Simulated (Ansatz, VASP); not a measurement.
# Cross-check of CoSi2 (CoSi2 strained to the junction's net) between VASP and Ansatz, part 2 of 2

Wanted: the spread between two codes on one cell, functional and k mesh. The cell is generated by rule, not measured, and may not be a known phase. Of the first pair: The structure shown is the start of the Ansatz relaxation below; VASP solves that cell, so the two are compared at the walk's first step.

VASP 6.6.1 and Ansatz 0.2.0.

So far. Step 4 (Comparison): The forces differ by 0.1 meV/Å r.m.s., which is 0.2 % of the r.m.s. force of 0.067 eV/Å (both taken over all components).

**5. Ansatz: relaxation, PBE**

Level of this step: Ansatz beside VASP: Kohn-Sham DFT, plane waves, PBE (Ansatz).

This run makes the geometry at which the two programs are then compared.

The structure compared here is the end of the Ansatz relaxation.

input.yaml

```yaml
crystal:
  lattice:
    - [3.82, 0.0, 0.0]
    - [-1.91, 3.3082170425, 0.0]
    - [0.0, 0.0, 9.2325113864]
  atoms:
    - { symbol: Si, position: [0.0, 0.0, 0.0] }
    - { symbol: Co, position: [0.6666666667, 0.3333333333, 0.0833333333] }
    - { symbol: Si, position: [0.3333333333, 0.6666666667, 0.1666666667] }
    - { symbol: Si, position: [0.6666666667, 0.3333333333, 0.3333333333] }
    - { symbol: Co, position: [0.3333333333, 0.6666666667, 0.4166666667] }
    - { symbol: Si, position: [0.0, 0.0, 0.5] }
    - { symbol: Si, position: [0.3333333333, 0.6666666667, 0.6666666667] }
    - { symbol: Co, position: [0.0, 0.0, 0.75] }
    - { symbol: Si, position: [0.6666666667, 0.3333333333, 0.8333333333] }
kpoints:
  mp_grid: { grid: [12, 12, 3] }
scf:
  occupations: { method: fermi_dirac, width: 0.1 }
  max_iter: 150
hamiltonian:
  xc: pbe
relax:
  f_tol: 0.01
  max_steps: 40
  cell: { fix: [a, b, angles] }
```

On the command line:

```console
$ ansatz run input.yaml --threads 8 --pin off --max-ram 24576MiB --backend cpu --events-out ev --progress --plain --runs-dir out
```

Numbers of over 12 decimals in the logs are rounded to 6 here.

What it wrote:

```text
[...]
Crystal: 9 atoms, lattice volume = 116.675 Å³
Basis set: ecut = 420 eV, 2275 PW (Γ), exchange–correlation on 54×54×128 points (8 copies of the dense FFT grid, shifted against one another)
Bands: 47, of which v1, the nominal top of the filled ones, is band 38 counted from 1 (37 counted from 0)
Symmetry: 36 space group operations
[...]
k-points: 50 of 432
[...]
- { symbol: Co, position: [0.666667, 0.333333, 0.083333] }
    - { symbol: Si, position: [0.333333, 0.666667, 0.165244] }
    - { symbol: Si, position: [0.666667, 0.333333, 0.334756] }
    - { symbol: Co, position: [0.333333, 0.666667, 0.416667] }
    - { symbol: Si, position: [-4.406503843660459e-19, 0, 0.498578] }
    - { symbol: Si, position: [0.333333, 0.666667, 0.668089] }
    - { symbol: Co, position: [0, 0, 0.75] }
    - { symbol: Si, position: [0.666667, 0.333333, 0.831911] }
[key lines of the parts left out:]
SCF converged after 9 iterations
Free energy (F): -19197.585822 eV
Fermi energy:    12.687679 eV
P = ⅓ Tr σ = -1.6135 GPa (-16.135 kbar)
```

**6. VASP: single point, PBE, relaxed cell, pair 2**

The same cell, functional, mesh and smearing now go to VASP, with its own data sets.

INCAR

```
SYSTEM = CoSi2
PREC = Accurate
ENCUT = 600
EDIFF = 1E-06
NELM = 120
ISMEAR = -1
SIGMA = 0.1
LREAL = .FALSE.
ALGO = Normal
GGA = PE
NBANDS = 34
LASPH = .TRUE.
LORBIT = 11
LWAVE = .FALSE.
LCHARG = .FALSE.
ISIF = 2
GGA_COMPAT = .FALSE.
KPAR = 2
```

POSCAR

```
CoSi2
1.0
    3.8200000000      0.0000000000      0.0000000000
   -1.9100000000      3.3082170425      0.0000000000
    0.0000000000      0.0000000000      9.2256169928
Si Co
6 3
Direct
    0.0000000000      0.0000000000      0.0014221915
    0.3333333333      0.6666666667      0.1652444752
    0.6666666667      0.3333333333      0.3347555248
    0.0000000000      0.0000000000      0.4985778085
    0.3333333333      0.6666666667      0.6680888581
    0.6666666667      0.3333333333      0.8319111419
    0.6666666667      0.3333333333      0.0833333333
    0.3333333333      0.6666666667      0.4166666667
    0.0000000000      0.0000000000      0.7500000000
```

KPOINTS

```
Automatic mesh
0
Gamma
12 12 3
0 0 0
```

The projector-augmented-wave data sets are Si and Co (PBE family, release 64).

On the command line:

```console
$ mpirun -np 2 vasp_std
```

What it wrote:

```text
[... set-up lines as in an earlier step ...]
 entering main loop
       N       E                     dE             d eps       ncg     rms          rms(c)
DAV:   1     0.343474955128E+03    0.34347E+03   -0.22892E+04  3400   0.168E+03
DAV:   2    -0.317366996395E+02   -0.37521E+03   -0.36002E+03  3400   0.363E+02
DAV:   3    -0.609119275687E+02   -0.29175E+02   -0.27776E+02  4070   0.115E+02
DAV:   4    -0.621621532959E+02   -0.12502E+01   -0.12367E+01  4260   0.223E+01
[...]
DAV:  14    -0.579428352910E+02    0.11374E-03   -0.40206E-04  5244   0.261E-01    0.231E-02
DAV:  15    -0.579428383339E+02   -0.30429E-05   -0.25056E-05  3894   0.243E-02    0.998E-03
DAV:  16    -0.579428389279E+02   -0.59402E-06   -0.55187E-07  2146   0.670E-03
   1 F= -.57942839E+02 E0= -.57893659E+02  d E =-.983597E-01
```

From OUTCAR (step 6):

```text
  Total       -1.8682570     -1.8682570     -0.0649205      0.0000000      0.0000000     -0.0000000
  in kB      -25.6740530    -25.6740530     -0.8921530      0.0000000      0.0000000     -0.0000000
  external PRESSURE =     -17.4134197 kB  Pullay stress =       0.0000000 kB

 POSITION                                       TOTAL-FORCE (eV/Angst)
 -----------------------------------------------------------------------------------
      0.00000      0.00000      0.01312        -0.000000     -0.000000      0.000920
     -0.00000      2.20548      1.52448         0.000000      0.000000     -0.000920
      1.91000      1.10274      3.08833        -0.000000     -0.000000      0.000920
      0.00000      0.00000      4.59969         0.000000      0.000000     -0.000920
     -0.00000      2.20548      6.16353        -0.000000      0.000000      0.000920
      1.91000      1.10274      7.67489         0.000000      0.000000     -0.000920
      1.91000      1.10274      0.76880        -0.000000     -0.000000     -0.000000
     -0.00000      2.20548      3.84401         0.000000      0.000000     -0.000000
      0.00000      0.00000      6.91921        -0.000000      0.000000     -0.000000
 -----------------------------------------------------------------------------------
    total drift:                                0.000000     -0.000000      0.000000

  FREE ENERGIE OF THE ION-ELECTRON SYSTEM (eV)
  ---------------------------------------------------
  free  energy   TOTEN  =       -57.9428389279 eV

  energy  without entropy=      -57.8444792185  energy(sigma->0) =      -57.89365907

[... 1 part as in an earlier step ...]

[... 2 further parts left out ...]
[key lines of the parts left out:]
E-fermi :   9.9258
```

The run ends at a pressure of -1.74 GPa, with forces up to 9.2e-4 eV/Å.

**7. Comparison**

What differs besides the data sets and the points named for the pairs above, as far as they apply: the data sets hold 75 valence electrons in Ansatz (on its default PAW (the set named soft_2) files) and 51 in VASP; the cutoff is 420 eV in Ansatz and 600 eV in VASP; Ansatz's pressure holds a Pulay correction, VASP's none. Total energies have different zeros and are not compared.

Both answers:

| quantity | Ansatz | VASP | difference |
| --- | --- | --- | --- |
| pressure (GPa) | -1.61 | -1.74 | +0.13 |

**8. Summary of results**

| Item | Value |
| --- | --- |
| r.m.s. force difference (single point, PBE, start cell, pair 1) | 0.12 meV/Å |
| difference in pressure (single point, PBE, relaxed cell, pair 2) | 0.13 GPa |

**Reading.** The difference in pressure is 0.13 GPa (single point, PBE, relaxed cell, pair 2), within the 1 GPa picked in this series as the mark of a large difference. The data sets hold unlike numbers of valence electrons (75 in Ansatz and 51 in VASP), so part of the differences comes from the potentials. How closely two codes agree says nothing of how well the functional describes the real material.

[Lines on the potential files, build, host, timing and source positions are cut from VASP's logs without a mark.]

[Logs are printed without paths, hosts, clocks, repeated set-up lines and the standing remarks that a program may print on its own settings, such as how far it seeks lower states.]

[Hosts, paths, dates, database ids (printed as entryN), source tags and the programs' standing remarks are cut or masked in the printed files.]
